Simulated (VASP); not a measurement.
```xyz
2
Lattice="0.0000 2.8789 2.8789 2.8789 0.0000 2.8789 2.8789 2.8789 0.0000" Properties=species:S:1:pos:R:3 pbc="T T T"
Ge     0.0000     0.0000     0.0000
Ge     1.4395     1.4395     1.4395
```

All values below come from PBE GGA, VASP's PBE PAW potentials (set 64) (plane waves; VASP). Settings: 350 eV cut-off, Gaussian smearing of 0.050 eV, potentials Ge_d.

Task: What does the run give for the band gap (along the path) with the smallest direct gap where there is one?

Result: 
* **band gap (along the path)**: none (metal, semimetal or under 0.01 eV)

The compound is Ge in the diamond structure. It was relaxed first, which changed the volume by +5 %.
